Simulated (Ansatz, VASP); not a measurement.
# Cross-check of ZnS (Wurtzite-2H) between VASP and Ansatz, part 2 of 3

Aim: how closely do two programs agree when they are given the same cell, functional and k mesh? The cell is taken from a series of runs on this material, whose earlier steps may have relaxed, scaled, displaced or heated it; both programs get it as it stands.

VASP 6.6.1 and Ansatz 0.2.0.

So far: Starting point; VASP: zone-centre phonons, PBE.

### Step 2. VASP: zone-centre phonons, PBE (continued)

Level of this step: PBE; plane waves and PAW (Zn, S) (VASP).

From OUTCAR (step 2):

```text
ion  position               nearest neighbor table
   1  0.333  0.667  0.000-   4 2.35   4 2.35   4 2.35   3 2.35
   2  0.667  0.333  0.500-   3 2.35   3 2.35   3 2.35   4 2.35
   3  0.333  0.667  0.375-   2 2.35   2 2.35   2 2.35   1 2.35
   4  0.667  0.333  0.875-   1 2.35   1 2.35   1 2.35   2 2.35

  LATTYP: Found a hexagonal cell.
 ALAT       =     3.8252900154
 C/A-ratio  =     1.6405965679

 Subroutine GETGRP returns: Found 12 space group operations
 (whereof  6 operations were pure point group operations)

The static configuration has the point symmetry C_3v.
 The point group associated with its full space group is C_6v.

 Found     36 irreducible k-points:

   k-points           NKPTS =     36   k-points in BZ     NKDIM =     36   number of bands    NBANDS=     24

   dimension x,y,z NGX =    28 NGY =   28 NGZ =   48
   dimension x,y,z NGXF=    56 NGYF=   56 NGZF=   96

   ENCUT  =  500.0 eV  36.75 Ry    6.06 a.u.   6.97  6.97 11.44*2*pi/ulx,y,z

   NELECT =      36.0000    total number of electrons

 k-points in reciprocal lattice and weights: Automatic mesh
   0.00000000  0.00000000  0.00000000       0.003
   0.11111111 -0.00000000  0.00000000       0.019
   0.22222222 -0.00000000  0.00000000       0.019
   0.33333333 -0.00000000  0.00000000       0.019
   0.44444444 -0.00000000  0.00000000       0.019
   0.11111111  0.11111111  0.00000000       0.019
   0.22222222  0.11111111  0.00000000       0.037
   0.33333333  0.11111111  0.00000000       0.037
   0.44444444  0.11111111  0.00000000       0.019
[...]
0.33333333  0.22222222  0.50000000       0.037
   0.33333333  0.33333333  0.50000000       0.006

 average (electrostatic) potential at core
       1 -36.3097       2 -36.3097       3 -88.6267       4 -88.6267

  Total        0.6106108      0.6106108      0.6086197      0.0000000      0.0000000      0.0000000
  in kB       12.3012575     12.3012575     12.2611464      0.0000000      0.0000000      0.0000000
  external PRESSURE =      12.2878871 kB  Pullay stress =       0.0000000 kB

  energy-cutoff  :      500.00
  volume of cell :       79.53
[...]
3.825290015  0.000000000  0.000000000     0.261418088  0.150929803  0.000000000
    -1.912645008  3.312798330  0.000000000     0.000000000  0.301859606  0.000000000
     0.000000000  0.000000000  6.275757670     0.000000000  0.000000000  0.159343310

 POSITION                                       TOTAL-FORCE (eV/Angst)
 -----------------------------------------------------------------------------------
      0.00000      2.20853      0.00197        -0.000000     -0.000000      0.001175
      1.91265      1.10427      3.13985         0.000000      0.000000      0.001175
      0.00000      2.20853      2.35143        -0.000000     -0.000000     -0.001175
      1.91265      1.10427      5.48931        -0.000000      0.000000     -0.001175
 -----------------------------------------------------------------------------------
    total drift:                               -0.000001     -0.000001     -0.000237

 MACROSCOPIC STATIC DIELECTRIC TENSOR (including local field effects in DFT)
 ------------------------------------------------------
           5.831602     0.000000     0.000000
           0.000000     5.831602     0.000000
          -0.000000     0.000000     5.963904
 ------------------------------------------------------

 PIEZOELECTRIC TENSOR (including local field effects)  for field in x, y, z        (C/m^2)
          XX          YY          ZZ          XY          YZ          ZX
  --------------------------------------------------------------------------------
  x     0.00000     0.00000     0.00000     0.00000     0.00000     0.37793
  y     0.00000     0.00000    -0.00000     0.00000     0.37793     0.00000
  z     0.36294     0.36294    -0.75617     0.00000     0.00000     0.00000

 BORN EFFECTIVE CHARGES (including local field effects) (in |e|, cummulative output)
 ---------------------------------------------------------------------------------
 ion    1
    1     1.96077    -0.00000     0.00000
    2     0.00000     1.96077     0.00000
    3     0.00000     0.00000     2.06603
 ion    2
    1     1.96077     0.00000     0.00000
    2    -0.00000     1.96077     0.00000
    3     0.00000     0.00000     2.06603
 ion    3
    1    -1.96077     0.00000     0.00000
    2    -0.00000    -1.96077     0.00000
    3     0.00000     0.00000    -2.06603
 ion    4
    1    -1.96077     0.00000    -0.00000
    2    -0.00000    -1.96077     0.00000
    3     0.00000    -0.00000    -2.06603

 Eigenvectors and eigenvalues of the dynamical matrix
 ----------------------------------------------------

   1 f  =    9.865913 THz    61.989360 2PiTHz  329.091435 cm-1    40.802119 meV
             X         Y         Z           dx          dy          dz
      0.000000  2.208532  0.001974     0.000000    0.000000    0.125793
      1.912645  1.104266  3.139853    -0.000000    0.000000   -0.125793
      0.000000  2.208532  2.351435     0.000000    0.000000   -0.695828
      1.912645  1.104266  5.489314    -0.000000   -0.000000    0.695828

   2 f  =    8.294365 THz    52.115034 2PiTHz  276.670243 cm-1    34.302723 meV
             X         Y         Z           dx          dy          dz
      0.000000  2.208532  0.001974    -0.000003    0.351946    0.000000
      1.912645  1.104266  3.139853     0.000003   -0.351946    0.000000
      0.000000  2.208532  2.351435    -0.000006    0.613298   -0.000000
      1.912645  1.104266  5.489314     0.000006   -0.613298   -0.000000

   3 f  =    8.294365 THz    52.115034 2PiTHz  276.670243 cm-1    34.302723 meV
             X         Y         Z           dx          dy          dz
      0.000000  2.208532  0.001974    -0.351946   -0.000003   -0.000000
      1.912645  1.104266  3.139853     0.351946    0.000003   -0.000000
      0.000000  2.208532  2.351435    -0.613298   -0.000006    0.000000
      1.912645  1.104266  5.489314     0.613298    0.000006    0.000000

   4 f  =    8.121071 THz    51.026191 2PiTHz  270.889756 cm-1    33.586034 meV
             X         Y         Z           dx          dy          dz
      0.000000  2.208532  0.001974    -0.000006    0.405317    0.000000
      1.912645  1.104266  3.139853    -0.000006    0.405317    0.000000
      0.000000  2.208532  2.351435     0.000009   -0.579412   -0.000000
      1.912645  1.104266  5.489314     0.000009   -0.579412   -0.000000

   5 f  =    8.121071 THz    51.026191 2PiTHz  270.889756 cm-1    33.586034 meV
             X         Y         Z           dx          dy          dz
      0.000000  2.208532  0.001974    -0.405317   -0.000006   -0.000000
      1.912645  1.104266  3.139853    -0.405317   -0.000006   -0.000000
      0.000000  2.208532  2.351435     0.579412    0.000009    0.000000
      1.912645  1.104266  5.489314     0.579412    0.000009    0.000000

   6 f  =    7.960096 THz    50.014761 2PiTHz  265.520237 cm-1    32.920299 meV
             X         Y         Z           dx          dy          dz
      0.000000  2.208532  0.001974    -0.000000   -0.000000    0.405219
      1.912645  1.104266  3.139853    -0.000000   -0.000000    0.405219
      0.000000  2.208532  2.351435     0.000000    0.000000   -0.579481
      1.912645  1.104266  5.489314     0.000000    0.000000   -0.579481

   7 f  =    5.698877 THz    35.807097 2PiTHz  190.094060 cm-1    23.568649 meV
             X         Y         Z           dx          dy          dz
      0.000000  2.208532  0.001974    -0.000000   -0.000000    0.695828
      1.912645  1.104266  3.139853    -0.000000    0.000000   -0.695828
      0.000000  2.208532  2.351435    -0.000000   -0.000000    0.125793
      1.912645  1.104266  5.489314     0.000000    0.000000   -0.125793

   8 f  =    2.043679 THz    12.840815 2PiTHz   68.169797 cm-1     8.451974 meV
             X         Y         Z           dx          dy          dz
      0.000000  2.208532  0.001974     0.000123   -0.613298   -0.000000
      1.912645  1.104266  3.139853    -0.000123    0.613298   -0.000000
      0.000000  2.208532  2.351435    -0.000071    0.351946   -0.000000
      1.912645  1.104266  5.489314     0.000071   -0.351946   -0.000000

   9 f  =    2.043679 THz    12.840815 2PiTHz   68.169797 cm-1     8.451974 meV
             X         Y         Z           dx          dy          dz
      0.000000  2.208532  0.001974    -0.613298   -0.000123    0.000000
      1.912645  1.104266  3.139853     0.613298    0.000123    0.000000
      0.000000  2.208532  2.351435     0.351946    0.000071    0.000000
      1.912645  1.104266  5.489314    -0.351946   -0.000071    0.000000

  10 f/i=    0.004037 THz     0.025365 2PiTHz    0.134658 cm-1     0.016695 meV
             X         Y         Z           dx          dy          dz
      0.000000  2.208532  0.001974     0.542495   -0.203513   -0.000000
      1.912645  1.104266  3.139853     0.542495   -0.203513   -0.000000
      0.000000  2.208532  2.351435     0.379492   -0.142364   -0.000000
      1.912645  1.104266  5.489314     0.379492   -0.142364   -0.000000

  11 f/i=    0.004037 THz     0.025365 2PiTHz    0.134658 cm-1     0.016695 meV
             X         Y         Z           dx          dy          dz
      0.000000  2.208532  0.001974     0.203513    0.542495    0.000000
      1.912645  1.104266  3.139853     0.203513    0.542495    0.000000
      0.000000  2.208532  2.351435     0.142364    0.379492    0.000000
      1.912645  1.104266  5.489314     0.142364    0.379492    0.000000

  12 f/i=    0.005303 THz     0.033319 2PiTHz    0.176884 cm-1     0.021931 meV
             X         Y         Z           dx          dy          dz
      0.000000  2.208532  0.001974     0.000000   -0.000000    0.579481
      1.912645  1.104266  3.139853     0.000000   -0.000000    0.579481
      0.000000  2.208532  2.351435     0.000000   -0.000000    0.405219
      1.912645  1.104266  5.489314     0.000000   -0.000000    0.405219

 MACROSCOPIC STATIC DIELECTRIC TENSOR IONIC CONTRIBUTION
 ------------------------------------------------------
           3.014438    -0.000000     0.000000
          -0.000000     3.014438     0.000000
           0.000000     0.000000     3.483957
 ------------------------------------------------------

 ELASTIC MODULI CONTR FROM IONIC RELAXATION (kBar)
 Direction    XX          YY          ZZ          XY          YZ          ZX
 --------------------------------------------------------------------------------
 XX        -283.2210    123.7235    143.4594      0.0000      0.0000     -0.0000
 YY         123.7235   -283.2210    143.4594     -0.0000     -0.0000     -0.0000
 ZZ         143.4594    143.4594   -258.0682      0.0000      0.0000      0.0000
 XY           0.0000     -0.0000      0.0000   -203.4723     -0.0000     -0.0000
 YZ          -0.0000     -0.0000      0.0000     -0.0000    -70.1423      0.0000
 ZX          -0.0000     -0.0000      0.0000     -0.0000      0.0000    -83.5375
 --------------------------------------------------------------------------------

 PIEZOELECTRIC TENSOR IONIC CONTR  for field in x, y, z        (C/m^2)
          XX          YY          ZZ          XY          YZ          ZX
  --------------------------------------------------------------------------------
  x    -0.00000    -0.00000     0.00000    -0.00000     0.00000    -0.47219
  y     0.00000    -0.00000     0.00000    -0.00000    -0.43268     0.00000
  z    -0.49599    -0.49599     0.89223    -0.00000    -0.00000    -0.00000
```

[end of part 2 of 3]

[Lines on the potential files, build, host, timing and source positions are cut from VASP's logs without a mark.]

[Logs are printed without paths, hosts, clocks, repeated set-up lines and the standing remarks that a program may print on its own settings, such as how far it seeks lower states.]

[Hosts, paths, dates, database ids (printed as entryN), source tags and the programs' standing remarks are cut or masked in the printed files.]
